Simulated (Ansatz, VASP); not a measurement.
## One calculation of Zr3Mn, two programs

```
CELL_PARAMETERS angstrom
4.37322 0.00000 0.00000
0.00000 4.37322 0.00000
0.00000 0.00000 4.37322
ATOMIC_POSITIONS crystal
Zr 0.50000 0.50000 0.00000
Zr 0.50000 0.00000 0.50000
Zr 0.00000 0.50000 0.50000
Mn 0.00000 0.00000 0.00000
```

The cell comes from a database or a generator and needn't be the stable form of this composition.

Alike in both runs: task single point; functional PBEsol; k mesh 6 × 6 × 6; occupations gaussian, width 0.1 eV; collinear spin, ferromagnetic start.

|  | VASP | Ansatz |
| --- | --- | --- |
| version | VASP 6.6.1 | Ansatz 0.2.0 |
| potentials or method | VASP PAW PBE potentials, release 64 (Zr_sv, Mn_pv) | Ansatz PAW |
| plane-wave cutoff (eV) | 520 | 420 |
| valence electrons in the cell | 49 | 51 |

|  | VASP | Ansatz | Ansatz less VASP |
| --- | --- | --- | --- |
| gap on the k mesh at the Fermi level (eV) | none | none | - |
| pressure (GPa) | -4.3 | -4.4 | -0.09 |
| net moment per atom (μB) | 0.83 | 0.83 | -0.004 |
| size of the moment on the site where the two differ most (μB) | 3.43 | 3.56 | +0.136 |

Site moments also hang on the region over which each program counts them. A gap of «none» marks a metal or a gap that the smearing closes. The two sets of potentials don't hold the same shells in valence.

Caveats: the PAW data sets were made with another functional, which shifts forces and pressure a little (VASP); the PAW data sets come from PBE, with cores solved anew for the run's functional, which leaves a small shift of forces and pressure (Ansatz).
